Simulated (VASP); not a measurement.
Wanted: the native input for a VASP 6.6.1 run.

```yaml
Task: single point
Functional: PBE
Potentials_or_basis: VASP PAW PBE potentials, release 64 (Li_sv, B, C)
Cutoff: 520 eV
k_mesh: 7 × 7 × 3
Occupations: fermi-dirac, width 0.1 eV
Spin: no spin polarisation
Dipole_correction: no
Further_INCAR_settings: ALGO = Normal; EDIFF = 1e-06; NBANDS = 16
```

The structure of LiB2C2 lies in POSCAR:

```
LiB2C2
1.0
    2.7146442900      0.0000000000      0.0000000000
   -1.3573221400      2.3509509200      0.0000000000
    0.0000000000      0.0000000000      7.1180530000
Li B C
1 2 2
Direct
    0.0000000000      0.0000000000      0.5000000000
    0.3333333298      0.6666666695      0.7498129994
    0.6666666702      0.3333333305      0.2501870006
    0.3333333298      0.6666666695      0.2732190003
    0.6666666702      0.3333333305      0.7417809997
```

The cell comes from a database or a generator and needn't be the stable form of this composition.

These files were run (other wordings do the same):

INCAR

```
ALGO     = Normal         # electronic algorithm
EDIFF    = 1E-6           # SCF threshold, eV
ENCUT    = 520            # plane-wave cutoff, eV
GGA      = PE             # functional
ISIF     = 2              # what is computed and relaxed
ISMEAR   = -1             # smearing method
LASPH    = True           # aspherical terms in the spheres
LCHARG   = True           # write CHGCAR
LELF     = True           # ELF
LREAL    = False          # projectors in reciprocal space
LVHAR    = True         
LWAVE    = False          # write WAVECAR
NBANDS   = 16             # bands
NELM     = 60             # most SCF steps
PREC     = Accurate       # precision mode
SIGMA    = 0.1            # smearing width, eV
```

KPOINTS

```
k-points
0
Gamma
  7 7 3
```

Potentials or basis: VASP PAW PBE potentials, release 64 (Li_sv, B, C).

Run with:

```sh
$ cat potpaw_PBE.64/Li_sv/POTCAR potpaw_PBE.64/B/POTCAR potpaw_PBE.64/C/POTCAR > POTCAR
$ mpirun -np 1 vasp_std > vasp.out
```

Results of the run:

```json
{
 "Largest force": "1.225 eV/Å",
 "Band gap on the k mesh": "none (metal or under the smearing width)"
}
```

Caveat: the k mesh is coarse (spacing up to 0.38 Å⁻¹), so the values aren't converged; forces of over 1 eV/Å show positions far from the minimum, so gaps and moduli don't describe the material at rest.

It took 18 s on 1 thread of Intel(R) Xeon(R) Platinum 8375C CPU @ 2.90GHz (Ice Lake), with other jobs on the host, peak memory 0.15 GiB.
